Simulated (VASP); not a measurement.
# ZnCd2SeS2 (P4/mmm) in VASP: a series of runs

Runs on ZnCd2SeS2. Level: PBE. Tasks: relaxation of cell and atoms.

Everything below comes from runs of VASP 6.6.1. Logs are shortened: lines on timing, memory, paths and dates and some standing lists are left out, and cuts for length are marked.

## 1. Starting point

Symmetry: P4/mmm, No. 123, tetragonal system. Conventional cell: a = 4.892 Å, b = 4.892 Å, c = 6.310 Å, α = 90.00°, β = 90.00°, γ = 90.00°. Zn (site symmetry 4/mmm) is surrounded by 2 S at 2.01 Å. Around Cd (site symmetry mmm) lie 2 Se at 2.45 Å and 4 S at 2.70 Å. Se (site symmetry 4/mmm) has 4 Cd at 2.45 Å as nearest neighbours. S (site symmetry 4mm) is surrounded by 1 Zn at 2.01 Å and 1 S at 2.29 Å.

The cell was built by a generator and needn't be a form met in nature.

## 2. Relaxation of cell and atoms, PBE

File INCAR:

```
ALGO = Fast ; EDIFF = 1E-4
EDIFFG = -0.08 ; ENCUT = 520
GGA = PE ; IBRION = 2
ISIF = 3 ; ISMEAR = 0
LASPH = T ; LCHARG = F
LREAL = F ; LWAVE = F
NELM = 60 ; NSW = 24
PREC = Normal ; SIGMA = 0.15
```

File KPOINTS:

```
k-points
0
Gamma
  3 3 2
```

File POSCAR:

```
ZnCd2SeS2
1.0
    4.8920049900      0.0000000000      0.0000000000
    0.0000000000      4.8920049900      0.0000000000
    0.0000000000      0.0000000000      6.3104141100
Zn Cd Se S
1 2 1 2
Direct
    0.0000000000      0.0000000000      0.0000000000
    0.0000000000      0.5000000000      0.5000000000
    0.5000000000      0.0000000000      0.5000000000
    0.5000000000      0.5000000000      0.5000000000
    0.0000000000      0.0000000000      0.6817589100
    0.0000000000      0.0000000000      0.3182410900
```

Potentials or basis: VASP PAW PBE potentials, release 64 (Zn, Cd, Se, S).

Started as:

```sh
> cat potpaw_PBE.64/Zn/POTCAR potpaw_PBE.64/Cd/POTCAR potpaw_PBE.64/Se/POTCAR potpaw_PBE.64/S/POTCAR > POTCAR
> mpirun -np 1 vasp_std > vasp.out
```

OUTCAR:

```text
EDIFF = 1E-4
   EDIFFG = -0.08
   ENCUT = 520
   GGA = PE
   IBRION = 2
   ISIF = 3
   ISMEAR = 0
   LASPH = T
   LREAL = F
   NELM = 60
   NSW = 24
   PREC = Normal

 ion  position               nearest neighbor table
   1  0.000  0.000  0.000-   5 2.01   6 2.01
   2  0.000  0.500  0.500-   4 2.45   4 2.45   6 2.70   5 2.70   6 2.70   5 2.70   3 3.46   3 3.46
                             3 3.46   3 3.46
   3  0.500  0.000  0.500-   4 2.45   4 2.45   6 2.70   5 2.70   5 2.70   6 2.70   2 3.46   2 3.46
                             2 3.46   2 3.46
   4  0.500  0.500  0.500-   2 2.45   3 2.45   3 2.45   2 2.45
   5  0.000  0.000  0.682-   1 2.01   6 2.29   3 2.70   2 2.70   2 2.70   3 2.70
   6  0.000  0.000  0.318-   1 2.01   5 2.29   3 2.70   2 2.70   2 2.70   3 2.70

  LATTYP: Found a simple tetragonal cell.
 ALAT       =     4.8920049900
 C/A-ratio  =     1.2899443322

  Lattice vectors:

 A1 = (   4.8920049900,   0.0000000000,   0.0000000000)
 A2 = (   0.0000000000,   4.8920049900,   0.0000000000)
 A3 = (   0.0000000000,   0.0000000000,   6.3104141100)

Analysis of symmetry for initial positions (statically):
=====================================================================
 Subroutine PRICEL returns:
 Original cell was already a primitive cell.

 Routine SETGRP: Setting up the symmetry group for a
 simple tetragonal supercell.

 Subroutine GETGRP returns: Found 16 space group operations
 (whereof 16 operations were pure point group operations)
 out of a pool of 16 trial point group operations.

The static configuration has the point symmetry D_4h.

Analysis of symmetry for dynamics (positions and initial velocities):
=====================================================================
 Subroutine PRICEL returns:
 Original cell was already a primitive cell.

 Routine SETGRP: Setting up the symmetry group for a
 simple tetragonal supercell.

 Subroutine GETGRP returns: Found 16 space group operations
 (whereof 16 operations were pure point group operations)
 out of a pool of 16 trial point group operations.

The dynamic configuration has the point symmetry D_4h.

 Subroutine INISYM returns: Found 16 space group operations
 (whereof 16 operations are pure point group operations),
 and found     1 'primitive' translations

----------------------------------------------------------------------------------------

                                     Primitive cell

  volume of cell :     151.0190

  direct lattice vectors                    reciprocal lattice vectors
     4.892004990  0.000000000  0.000000000     0.204415164  0.000000000  0.000000000
     0.000000000  4.892004990  0.000000000     0.000000000  0.204415164  0.000000000
     0.000000000  0.000000000  6.310414110     0.000000000  0.000000000  0.158468206

  length of vectors
     4.892004990  4.892004990  6.310414110     0.204415164  0.204415164  0.158468206

  position of ions in fractional coordinates (direct lattice)
[... 61 lines left out ...]
   ICHARG =      2    charge: 1-file 2-atom 10-const
   ISPIN  =      1    spin polarized calculation?
   LNONCOLLINEAR =      F non collinear calculations
   LSORBIT =      F    spin-orbit coupling
   LASPH  =      T    aspherical Exc in radial PAW
   ENCUT  =  520.0 eV  38.22 Ry    6.18 a.u.   9.10  9.10 11.73*2*pi/ulx,y,z
   NELM   =     60;   NELMIN=  2; NELMDL= -5     # of ELM steps
   EDIFF  = 0.1E-03   stopping-criterion for ELM
   LREAL  =      F    real-space projection
   EDIFFG = -.8E-01   stopping-criterion for IOM
   NSW    =     24    number of steps for IOM
   IBRION =      2    ionic relax: 0-MD 1-quasi-New 2-CG
   NFREE  =      1    steps in history (QN), initial steepest desc. (CG)
   ISIF   =      3    stress and relaxation
   ISYM   =      2    0-nonsym 1-usesym 2-fastsym
   POTIM  = 0.5000    time-step for ionic-motion
   TEBEG  =    0.0;   TEEND  =   0.0 temperature during run
   PSTRESS=    0.0 pullay stress
   NELECT =      54.0000    total number of electrons
   NUPDOWN=      -1.0000    fix difference up-down
   EMIN   =  10.00;   EMAX   =-10.00  energy-range for DOS
   EFERMI =   0.00;   METHOD = LEGACY
   ISMEAR =     0;   SIGMA  =   0.15  broadening in eV -4-tet -1-fermi 0-gaus
   EFERMI_NEDOS =   21; number of points for ismear=-14 and -15
   IALGO  =     68    algorithm
   IMIX   =      4    mixing-type and parameters
     AMIX     =   0.40;   BMIX     =  1.00
     AMIX_MAG =   1.60;   BMIX_MAG =  1.00
  volume/ion in A,a.u.               =      25.17       169.85
  Fermi-wavevector in a.u.,A,eV,Ry     =   1.161972  2.195808 18.370289  1.350178
  Thomas-Fermi vector in A             =   2.298538
   LORBIT       =      0    0 simple, 1 ext, 2 COOP (PROOUT), +10 PAW based schemes
   GGA     = PE    functional components
   LHFCALC =     F    Hartree Fock is set to
   AEXX    =    0.0000 exact exchange contribution
   IVDW    =     0    specifies the selected vdW correction
   LEPSILON=     F    determine dielectric tensor
   LRPA    =     F    only Hartree local field effects (RPA)
 conjugate gradient relaxation of ions
 non-spin polarized calculation
 RMM-DIIS sequential band-by-band and
 Gauss-broadening in eV      SIGMA  =   0.15
  energy-cutoff  :      520.00
  volume of cell :      151.02
 maximum number of plane-waves:      4099
   NGX = 19   NGY = 19   NGZ = 23

--------------------------------------- Ionic step        1  -------------------------------------------

 number of electron      54.0000063 magnetization

 Free energy of the ion-electron system (eV)
  ---------------------------------------------------
  ext. energy  EPLUGINS =         0.00000000
  ---------------------------------------------------
  free energy    TOTEN  =       -12.74483717 eV

  energy without entropy =      -12.72061731  energy(sigma->0) =      -12.73272724

 E-fermi :   2.2513     XC(G=0):  -8.6126

 val. band max:        2.2359104400   @ k =   0.3333   0.3333   0.0000
 cond. band min:       2.8416463098   @ k =   0.0000   0.0000   0.0000
 fundamental gap:      0.6057358698
 Fermi energy:         2.2513270315

 k-point     1 :       0.0000    0.0000    0.0000
  band No.  band energies     occupation
      1     -13.1852      2.00000
      2     -11.8917      2.00000
      3      -9.9166      2.00000
      4      -7.4915      2.00000
      5      -7.0232      2.00000
      6      -6.7777      2.00000
[... 478 lines left out ...]
--------------------------------------- Ionic step        8  -------------------------------------------

 number of electron      54.0000215 magnetization

 Free energy of the ion-electron system (eV)
  ---------------------------------------------------
  ext. energy  EPLUGINS =         0.00000000
  ---------------------------------------------------
  free energy    TOTEN  =       -15.76547193 eV

  energy without entropy =      -15.74784642  energy(sigma->0) =      -15.75665917

 E-fermi :  -0.3686     XC(G=0):  -7.4669

 val. band max:       -0.5292864998   @ k =   0.3333   0.0000   0.0000
 cond. band min:      -0.2925122062   @ k =   0.0000   0.0000   0.0000
 fundamental gap:      0.2367742935
 Fermi energy:        -0.3686164067

 k-point     1 :       0.0000    0.0000    0.0000
  band No.  band energies     occupation
      1     -13.1436      2.00000
      2     -12.3073      2.00000
      3     -11.3920      2.00000
      4      -8.5047      2.00000
      5      -8.3847      2.00000
      6      -8.3434      2.00000
[... 232 lines left out ...]
  FREE ENERGIE OF THE ION-ELECTRON SYSTEM (eV)
  ---------------------------------------------------
  free  energy   TOTEN  =       -15.7654719257 eV

  energy  without entropy=      -15.7478464192  energy(sigma->0) =      -15.75665917

 reached required accuracy - stopping structural energy minimisation
```

OSZICAR:

```text
N       E                     dE             d eps       ncg     rms          rms(c)
DAV:   1     0.460907080760E+03    0.46091E+03   -0.25968E+04   384   0.169E+03
DAV:   2     0.295123326525E+02   -0.43139E+03   -0.41957E+03   408   0.419E+02
DAV:   3    -0.136550933873E+02   -0.43167E+02   -0.42503E+02   448   0.129E+02
[... 71 lines left out ...]
RMM:   2    -0.157709406941E+02    0.17436E-01   -0.38186E-02   384   0.155E+00    0.478E-01
RMM:   3    -0.157662866582E+02    0.46540E-02   -0.11399E-02   389   0.495E-01    0.238E-01
RMM:   4    -0.157655830332E+02    0.70363E-03   -0.26378E-03   386   0.309E-01    0.135E-01
RMM:   5    -0.157654745274E+02    0.10851E-03   -0.49431E-04   272   0.133E-01    0.658E-02
RMM:   6    -0.157654719257E+02    0.26017E-05   -0.11916E-04   220   0.674E-02
   8 F= -.15765472E+02 E0= -.15756659E+02  d E =-.743623E-02
```

CONTCAR:

```text
ZnCd2SeS2
   1.00000000000000
     5.1984041294588064    0.0000000000000000    0.0000000000000000
     0.0000000000000000    5.1984041294588064   -0.0000000000000000
     0.0000000000000000    0.0000000000000000    7.4012767495017044
  Zn              Cd              Se              S
     1     2     1     2
Direct
     0.0000000000000000    0.0000000000000000    0.0000000000000000
     0.0000000000000000    0.5000000000000000    0.5000000000000000
     0.5000000000000000    0.0000000000000000    0.5000000000000000
     0.5000000000000000    0.5000000000000000    0.5000000000000000
     0.0000000000000000    0.0000000000000000    0.7111085017222872
     0.0000000000000000    0.0000000000000000    0.2888914982777128

  0.00000000E+00  0.00000000E+00  0.00000000E+00
  0.00000000E+00  0.00000000E+00  0.00000000E+00
  0.00000000E+00  0.00000000E+00  0.00000000E+00
  0.00000000E+00  0.00000000E+00  0.00000000E+00
  0.00000000E+00  0.00000000E+00  0.00000000E+00
  0.00000000E+00  0.00000000E+00  0.00000000E+00
```

Run time: 66 s. Hardware: 1 thread of Intel Xeon Platinum 8488C (Sapphire Rapids), shared host; peak memory 0.2 GiB.

What came out:

```
Free energy                            : -15.7655 eV
Relaxed volume                         : 33.33 Å³/atom
Relaxed cell                           : a = 5.198 Å, b = 5.198 Å, c = 7.401 Å, α = 90.00°, β = 90.00°, γ = 90.00°
Space group after relaxing (to 0.05 Å) : P4/mmm (No. 123)
Energy gained by relaxing              : 503.4 meV/atom
Ionic steps                            : 8
Pressure after relaxing                : 0.0 GPa
Largest force after relaxing           : 0.008 eV/Å
Band gap on the k mesh                 : 0.24 eV, indirect (least direct gap 0.48 eV)
```

Forces in eV/Å, atoms in the order of the input:
```
Zn   0.000  0.000  0.000
Cd   0.000  0.000  0.000
Cd   0.000  0.000  0.000
Se   0.000  0.000  0.000
S    0.000  0.000 -0.008
S    0.000  0.000  0.008
```

Step by step:
```
step  energy change (eV)  largest force (eV/Å)  pressure (GPa)  volume (Å³)
   1              0.0000                2.6767           19.84       151.02
   2             -2.5125                1.0970           -4.06       229.54
   3             -2.8417                1.2968           -0.59       202.10
   4             -2.8426                1.2757           -0.95       203.69
   5             -2.9893                0.3579           -0.39       200.80
   6             -3.0132                0.1999            0.36       198.95
   7             -3.0178                0.1075           -0.20       200.71
   8             -3.0206                0.0081            0.01       200.01
```

Final structure:
```
Zn Cd Se S
1.0
     5.19840    0.00000    0.00000
     0.00000    5.19840    0.00000
     0.00000    0.00000    7.40128
Zn Cd Se S
1 2 1 2
Cartesian
  0.0000 0.0000 0.0000
  0.0000 2.5992 3.7006
  2.5992 0.0000 3.7006
  2.5992 2.5992 3.7006
  0.0000 0.0000 5.2631
  0.0000 0.0000 2.1382
```

Levels at points of the mesh, in eV from the valence-band top:
```csv
k point,band 23,band 24,band 25,band 26,band 27,band 28,band 29,band 30,band 31,band 32
"(0.00, 0.00, 0.00)",-1.06,-1.06,-0.72,-0.24,-0.24,0.24,0.72,3.96,4.66,4.66
"(0.00, 0.00, 0.50)",-1.13,-0.76,-0.76,-0.75,-0.75,0.25,1.35,4.11,4.85,5.82
```

Caveat: the k mesh is coarse (spacing up to 0.50 Å⁻¹), so the values aren't converged; the volume moved by over 15 % at a fixed basis, so the end points are rough; an odd mesh through Γ misses points on the zone boundary, where band edges often lie; the relaxation stopped at a loose force limit of 0.08 eV/Å, so its end isn't a converged minimum. A hybrid or GW would open this gap; PBE tends to underestimate it.

[end of part 1 of 3]
